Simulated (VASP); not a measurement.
Input of a VASP 6.6.1 run:

File INCAR:

```
ALGO = Normal
EDIFF = 1E-6
EDIFFG = -0.01
ENCUT = 600
GGA = CA
IBRION = 2
ISIF = 3
ISMEAR = 1
LASPH = True
LCHARG = False
LREAL = False
LWAVE = False
NELM = 80
NSW = 90
PREC = Accurate
SIGMA = 0.1
```

The input KPOINTS:

```
k-points
0
Gamma
  16 16 16
```

Contents of POSCAR:

```
Rh
1.0
    0.0000000000      1.8978500000      1.8978500000
    1.8978500000      0.0000000000      1.8978500000
    1.8978500000      1.8978500000      0.0000000000
Rh
1
Direct
    0.0000000000      0.0000000000      0.0000000000
```

Potentials or basis: VASP PAW LDA potentials, release 64 (Rh_pv).

Command:

```bash
$ cat potpaw_LDA.64/Rh_pv/POTCAR > POTCAR
$ mpirun -np 1 vasp_std > vasp.out
```

**Question.** What does it give for the relaxed volume?

**Answer.** 13.26 Å³/atom.

**Question.** Estimate the band gap on the k mesh.

**Answer.** None (metal or under the smearing width).

**Question.** Predict the relaxed cell.

**Answer.** a = 2.657 Å, b = 2.657 Å, c = 2.657 Å, α = 60.00°, β = 60.00°, γ = 60.00°.

**Question.** Estimate the space group after relaxing (to 0.05 Å).

**Answer.** Fm-3m (No. 225).

Final structure:
```yaml
crystal:
  lattice:
    - [0.00000, 1.87850, 1.87850]
    - [1.87850, 0.00000, 1.87850]
    - [1.87850, 1.87850, 0.00000]
  atoms:
    - { symbol: Rh, position: [0.00000, 0.00000, 0.00000] }
```

LDA usually gives volumes a few per cent too small. Zero-point motion and thermal expansion aren't in these numbers.
